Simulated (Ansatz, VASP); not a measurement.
# Cross-check of MnO2 (Pyrolusite) between VASP and Ansatz, part 2 of 2

One calculation is typed for both programs; each brings its own data sets. How far apart do they land? The cell is taken from a series of runs on this material, whose earlier steps may have relaxed, scaled, displaced or heated it; both programs get it as it stands.

VASP 6.6.1 and Ansatz 0.2.0.

So far: The structure; Ansatz: relaxation of cell and atoms, PBEsol, DFT+U.

**3. VASP: relaxation of cell and atoms, PBEsol, DFT+U**

Level of this step: PBEsol, DFT+U (Mn d 3.9 eV), spin-polarised from an antiferromagnetic start; plane waves and PAW (Mn_pv, O) (VASP).

The same cell, functional, mesh and smearing now go to VASP, with its own data sets.

Lines of VASP's logs that name or quote its potential files are left out, and so is its time.

File INCAR:

```
SYSTEM = MnO2
PREC = Accurate
ENCUT = 600
EDIFF = 1E-07
NELM = 200
ISMEAR = 0
SIGMA = 0.01
LREAL = .FALSE.
ALGO = Normal
GGA = PS
NBANDS = 34
ISPIN = 2
MAGMOM = 2.57 -2.57 -0.01 0.01 -0.01 0.01
LDAU = .TRUE.
LDAUTYPE = 2
LDAUL = 2 -1
LDAUU = 3.9 0
LDAUJ = 0 0
LDAUPRINT = 1
LASPH = .TRUE.
LMAXMIX = 4
LORBIT = 11
LWAVE = .FALSE.
LCHARG = .FALSE.
ISIF = 3
IBRION = 2
NSW = 80
EDIFFG = -0.005
GGA_COMPAT = .FALSE.
NELMIN = 4
KPAR = 2
```

File POSCAR:

```
MnO2
1.0
    4.3983000000      0.0000000000      0.0000000000
    0.0000000000      4.3983000000      0.0000000000
    0.0000000000      0.0000000000      2.8730000000
Mn O
2 4
Direct
    0.0000000000      0.0000000000      0.0000000000
    0.5000000000      0.5000000000      0.5000000000
    0.3051499443      0.3051499443      0.0000000000
    0.1948500557      0.8051499443      0.5000000000
    0.6948500557      0.6948500557      0.0000000000
    0.8051499443      0.1948500557      0.5000000000
```

File KPOINTS:

```
Automatic mesh
0
Gamma
8 8 10
0 0 0
```

The projector-augmented-wave data sets are Mn_pv and O (PBE family, release 64).

The run is started by

```console
> mpirun -np 2 vasp_std
```

Numbers of over 12 decimals in the logs are rounded to 6 here.

The log of the run:

```text
[banner, memory and clock lines left out]
running    2 mpi-ranks, on    1 nodes
 distrk:  each k-point on    1 cores,    2 groups
 distr:  one band on    1 cores,    1 groups

 POSCAR found type information on POSCAR MnO
 POSCAR found :  2 types and       6 ions
|                                                                             |
|               ----> ADVICE to this user running VASP <----                  |
|                                                                             |
|     You enforced a specific xc type in the INCAR file but a different       |
|     [... a line on the potential file left out ...]
|     I HOPE YOU KNOW WHAT YOU ARE DOING!                                     |
|                                                                             |

 LDA part: xc-table for (Slater+PW92), standard interpolation
 POSCAR, INCAR and KPOINTS ok, starting setup
 FFT: planning ... GRIDC
 FFT: planning ... GRID_SOFT
 FFT: planning ... GRID
 WAVECAR not read
 entering main loop
       N       E                     dE             d eps       ncg     rms          rms(c)
DAV:   1     0.677485398511E+03    0.67749E+03   -0.30275E+04 12432   0.196E+03
DAV:   2     0.892156447059E+01   -0.66856E+03   -0.61289E+03 13360   0.545E+02
DAV:   3    -0.562747252015E+02   -0.65196E+02   -0.63567E+02 12862   0.179E+02
DAV:   4    -0.578155797191E+02   -0.15409E+01   -0.15345E+01 13198   0.279E+01
DAV:   5    -0.578339873104E+02   -0.18408E-01   -0.18393E-01 13184   0.328E+00    0.444E+01
DAV:   6    -0.492237829069E+02    0.86102E+01   -0.86389E+01 14054   0.108E+02    0.425E+01
DAV:   7    -0.460532346391E+02    0.31705E+01   -0.33400E+01 12692   0.840E+01    0.194E+01
DAV:   8    -0.450379367267E+02    0.10153E+01   -0.34689E+00 12730   0.215E+01    0.774E+00
DAV:   9    -0.449574287674E+02    0.80508E-01   -0.58512E-01 14650   0.144E+01    0.385E+00
DAV:  10    -0.449340762451E+02    0.23353E-01   -0.33206E-01 12702   0.713E+00    0.126E+00
DAV:  11    -0.449375433336E+02   -0.34671E-02   -0.19772E-02 12904   0.114E+00    0.394E-01
DAV:  12    -0.449380129019E+02   -0.46957E-03   -0.90088E-04 12958   0.275E-01    0.137E-01
DAV:  13    -0.449380889266E+02   -0.76025E-04   -0.12595E-04 12842   0.986E-02    0.598E-02
DAV:  14    -0.449381114198E+02   -0.22493E-04   -0.27981E-05 12962   0.456E-02    0.272E-02
DAV:  15    -0.449381151652E+02   -0.37454E-05   -0.94859E-06 12854   0.264E-02    0.116E-02
DAV:  16    -0.449381152276E+02   -0.62370E-07   -0.76742E-07 13828   0.987E-03
   1 F= -.44938115E+02 E0= -.44938115E+02  d E =-.449381E+02  mag=     0.0000
[...]
2 F= -.44939982E+02 E0= -.44939982E+02  d E =-.186645E-02  mag=     0.0000
[...]
3 F= -.44941178E+02 E0= -.44941178E+02  d E =-.306287E-02  mag=     0.0000
[...]
4 F= -.44942246E+02 E0= -.44942246E+02  d E =-.106751E-02  mag=     0.0000
[...]
5 F= -.44942267E+02 E0= -.44942267E+02  d E =-.108920E-02  mag=    -0.0000
[...]
6 F= -.44942268E+02 E0= -.44942268E+02  d E =-.109013E-02  mag=    -0.0000
 curvature:  -0.75 expect dE=-0.420E-04 dE for cont linesearch -0.457E-10
 trial: gam= 0.03278 g(F)=  0.344E-04 g(S)=  0.219E-04 ort =-0.379E-06 (trialstep = 0.955E+00)
 search vector abs. value=  0.588E-04
 bond charge predicted
       N       E                     dE             d eps       ncg     rms          rms(c)
DAV:   1    -0.449424729514E+02   -0.20471E-03   -0.13597E-02 12264   0.937E-01    0.150E-01
DAV:   2    -0.449423799823E+02    0.92969E-04   -0.10748E-03 12654   0.506E-01    0.175E-01
DAV:   3    -0.449422946321E+02    0.85350E-04   -0.14752E-04 14794   0.227E-01    0.356E-02
DAV:   4    -0.449422911218E+02    0.35103E-05   -0.83486E-05 12626   0.510E-02    0.210E-02
DAV:   5    -0.449422887713E+02    0.23506E-05   -0.35364E-06 14822   0.301E-02    0.937E-03
DAV:   6    -0.449422884679E+02    0.30335E-06   -0.37714E-06 12732   0.151E-02    0.420E-03
DAV:   7    -0.449422884018E+02    0.66104E-07   -0.37246E-07 11382   0.472E-03
   7 F= -.44942288E+02 E0= -.44942288E+02  d E =-.201745E-04  mag=    -0.0000
 trial-energy change:   -0.000020  1 .order   -0.000022   -0.000054    0.000010
 step:   0.7824(harm=  0.8045)  dis= 0.00040  next Energy=   -44.942289 (dE=-0.211E-04)
 reached required accuracy - stopping structural energy minimisation
```

OUTCAR, selected parts (step 3):

```text
ion  position               nearest neighbor table
   1  0.000  0.000  0.000-   4 1.88   6 1.88   4 1.88   6 1.88   5 1.90   3 1.90
   2  0.500  0.500  0.500-   3 1.88   5 1.88   3 1.88   5 1.88   4 1.90   6 1.90
   3  0.305  0.305  0.000-   2 1.88   2 1.88   1 1.90
   4  0.195  0.805  0.500-   1 1.88   1 1.88   2 1.90
   5  0.695  0.695  0.000-   2 1.88   2 1.88   1 1.90
   6  0.805  0.195  0.500-   1 1.88   1 1.88   2 1.90

  LATTYP: Found a simple tetragonal cell.
 ALAT       =     4.3983000000
 C/A-ratio  =     0.6532069209

 Subroutine GETGRP returns: Found 16 space group operations
 (whereof  8 operations were pure point group operations)

The static configuration has the point symmetry D_2h.
 The point group associated with its full space group is D_4h.

 Found     90 irreducible k-points:

   k-points           NKPTS =     90   k-points in BZ     NKDIM =     90   number of bands    NBANDS=     34

   dimension x,y,z NGX =    36 NGY =   36 NGZ =   24
   dimension x,y,z NGXF=    72 NGYF=   72 NGZF=   48

   ENCUT  =  600.0 eV  44.10 Ry    6.64 a.u.   8.78  8.78  5.74*2*pi/ulx,y,z

   NELECT =      50.0000    total number of electrons

 k-points in reciprocal lattice and weights: Automatic mesh
   0.00000000  0.00000000  0.00000000       0.002
   0.12500000  0.00000000  0.00000000       0.006
   0.25000000  0.00000000  0.00000000       0.006
   0.37500000  0.00000000  0.00000000       0.006
   0.50000000  0.00000000  0.00000000       0.003
   0.12500000  0.12500000  0.00000000       0.006
   0.25000000  0.12500000  0.00000000       0.013
   0.37500000  0.12500000  0.00000000       0.013
   0.50000000  0.12500000  0.00000000       0.006
[...]
o =  0.9647  v =  0.0000  0.0000  0.0000  0.0000  0.0000  0.0000  0.7071  0.0000 -0.7071  0.0000      0.0000  0.0000  0.0000  0.0000  0.0000  0.0000  0.0000  0.0000  0.0000  0.0000
  o =  0.9650  v =  0.0000  0.0000  0.0000  0.0000  0.0000  0.0000  0.0000 -0.0000  0.0000 -1.0000      0.0000  0.0000  0.0000  0.0000  0.0000  0.0000  0.0000  0.0000  0.0000  0.0000

 average (electrostatic) potential at core
       1 -70.8587       2 -70.8587       3 -69.7757       4 -69.7757       5 -69.7757
       6 -69.7757

 E-fermi :   5.0393

 spin component 1
 k-point     1 :       0.0000    0.0000    0.0000
  band No.  band energies     occupation
    ...
     21       2.3856      1.00000
     22       3.6670      1.00000
     23       4.3015      1.00000
     24       4.3474      1.00000
     25       4.9627      1.00000
     26       5.2463      0.00000
     27       6.3378      0.00000
     28       7.1723      0.00000
     29       8.1786      0.00000
     30       8.6325      0.00000
    ...

 k-point     2 :       0.1250    0.0000    0.0000
  band No.  band energies     occupation
    ...
     21       2.3988      1.00000
     22       3.6021      1.00000
     23       4.0386      1.00000
     24       4.1763      1.00000
     25       4.8879      1.00000
     26       5.6523      0.00000
     27       6.4514      0.00000
     28       7.2052      0.00000
     29       8.1666      0.00000
     30       8.5517      0.00000
    ...

 k-point     3 :       0.2500    0.0000    0.0000
  band No.  band energies     occupation
    ...
     21       2.2836      1.00000
     22       3.4531      1.00000
     23       3.7889      1.00000
     24       3.8313      1.00000
     25       4.6802      1.00000
     26       6.3319      0.00000
     27       6.7472      0.00000
     28       7.2767      0.00000
     29       8.1350      0.00000
     30       8.3214      0.00000
    ...

 k-point     4 :       0.3750    0.0000    0.0000
  band No.  band energies     occupation
    ...
     21       2.4546      1.00000
     22       3.3062      1.00000
     23       3.5487      1.00000
     24       3.8367      1.00000
     25       4.3910      1.00000
     26       6.9384      0.00000
     27       7.1411      0.00000
     28       7.3324      0.00000
     29       7.9781      0.00000
     30       8.0971      0.00000
    ...

 k-point     5 :       0.5000    0.0000    0.0000
  band No.  band energies     occupation
    ...
     21       2.5419      1.00000
     22       3.2418      1.00000
     23       3.4565      1.00000
     24       4.0071      1.00000
     25       4.1481      1.00000
     26       7.2334      0.00000
     27       7.3233      0.00000
     28       7.5378      0.00000
     29       7.5990      0.00000
     30       8.0753      0.00000
    ...

 k-point     6 :       0.1250    0.1250    0.0000
  band No.  band energies     occupation
    ...
     21       2.2878      1.00000
     22       3.5824      1.00000
     23       3.6630      1.00000
     24       4.3630      1.00000
     25       4.8498      1.00000
     26       6.0984      0.00000
     27       6.3323      0.00000
     28       7.1471      0.00000
     29       8.1761      0.00000
     30       8.6328      0.00000
    ...

  Total       -0.0029415     -0.0029415     -0.0024526      0.0000000      0.0000000      0.0000000
  in kB       -0.0845322     -0.0845322     -0.0704841      0.0000000      0.0000000      0.0000000
  external PRESSURE =      -0.0798495 kB  Pullay stress =       0.0000000 kB

  energy-cutoff  :      600.00
  volume of cell :       55.75
      direct lattice vectors                 reciprocal lattice vectors
     4.387723307 -0.000000000  0.000000000     0.227908628 -0.000000000  0.000000000
     0.000000000  4.387723307  0.000000000     0.000000000  0.227908628  0.000000000
     0.000000000  0.000000000  2.895851127     0.000000000  0.000000000  0.345321619

 POSITION                                       TOTAL-FORCE (eV/Angst)
 -----------------------------------------------------------------------------------
      0.00000      0.00000      0.00000         0.000000      0.000000     -0.000000
      2.19386      2.19386      1.44793         0.000000      0.000000     -0.000000
      1.34011      1.34011      0.00000        -0.002169     -0.002169     -0.000000
      0.85375      3.53397      1.44793         0.002169     -0.002169     -0.000000
      3.04761      3.04761      0.00000         0.002169      0.002169      0.000000
      3.53397      0.85375      1.44793        -0.002169      0.002169      0.000000
 -----------------------------------------------------------------------------------
    total drift:                               -0.000000      0.000000     -0.000000

  FREE ENERGIE OF THE ION-ELECTRON SYSTEM (eV)
  ---------------------------------------------------
  free  energy   TOTEN  =       -44.9422884018 eV

  energy  without entropy=      -44.9422884018  energy(sigma->0) =      -44.94228840

 reached required accuracy - stopping structural energy minimisation

 total charge
# of ion       s       p       d       tot
------------------------------------------
    1        0.363   6.483   4.841  11.687
    2        0.363   6.483   4.841  11.687
    3        1.558   3.463   0.000   5.021
    4        1.558   3.463   0.000   5.021
    5        1.558   3.463   0.000   5.021
    6        1.558   3.463   0.000   5.021
--------------------------------------------------
tot          6.958  26.817   9.683  43.459

 magnetization (x)
# of ion       s       p       d       tot
------------------------------------------
    1        0.015   0.028   2.892   2.935
    2       -0.015  -0.028  -2.892  -2.935
    3       -0.000  -0.009   0.000  -0.009
    4        0.000   0.009   0.000   0.009
    5       -0.000  -0.009   0.000  -0.009
    6        0.000   0.009   0.000   0.009
--------------------------------------------------
tot          0.000   0.000  -0.000  -0.000

[... 2 further parts left out ...]
```

CONTCAR:

```
MnO2
   1.00000000000000
     4.3877233069572741   -0.0000000000000000    0.0000000000000000
     0.0000000000000000    4.3877233069572741    0.0000000000000000
     0.0000000000000000    0.0000000000000000    2.8958511267194091
  Mn              O
     2     4
Direct
     0.0000000000000000    0.0000000000000000    0.0000000000000000
     0.5000000000000000    0.5000000000000000    0.5000000000000000
     0.3054223543683565    0.3054223543683565    0.0000000000000000
     0.1945776456316435    0.8054223543683566    0.5000000000000000
     0.6945776456316434    0.6945776456316434    0.0000000000000000
     0.8054223543683566    0.1945776456316435    0.5000000000000000
```

The magnetic state follows from one typed start and may not be the lowest. The run keeps the 16 symmetry operations of its start, so it cannot find a distortion of lower symmetry.

**4. Comparison**

Known differences besides the potentials themselves: VASP starts from the moments at which Ansatz ended; U acts on the PAW sphere in VASP and on atomic orbitals in Ansatz, so only states and trends compare; the data sets hold 54 valence electrons in Ansatz (on its default PAW (the set named soft_2) files) and 50 in VASP; the cutoff is 420 eV in Ansatz and 600 eV in VASP; Ansatz makes its cores anew for this functional, VASP keeps those of its PBE data sets; Ansatz adds a Pulay correction to the stress that steers its cell, VASP none; site moments are counted in spheres of each program's own size. Total energies have different zeros and are not compared.

The two programs side by side:

```csv
quantity,Ansatz,VASP,difference
volume (Å³),55.62,55.75,-0.23 %
"edge a after relaxation, in the typed setting (Å)",4.380,4.388,-0.17 %
"edge c after relaxation, in the typed setting (Å)",2.899,2.896,+0.12 %
moment on Mn1 (μB),2.57,2.94,-0.36
moment on Mn2 (μB),-2.57,-2.94,+0.36
```

**5. Summary of results**

```
difference in volume (relaxation of cell and atoms, PBEsol, DFT+U) : -0.23 %
```

What this shows: The difference in volume is -0.23 % (relaxation of cell and atoms, PBEsol, DFT+U). The data sets hold unlike numbers of valence electrons (54 in Ansatz and 50 in VASP), so part of the differences comes from the potentials. 1 further run of this series is not shown here. How closely two codes agree says nothing of how well the functional describes the real material.

[Lines on the potential files, build, host, timing and source positions are cut from VASP's logs without a mark.]

[Logs are printed without paths, hosts, clocks, repeated set-up lines and the standing remarks that a program may print on its own settings, such as how far it seeks lower states.]

[Hosts, paths, dates, database ids (printed as entryN), source tags and the programs' standing remarks are cut or masked in the printed files.]
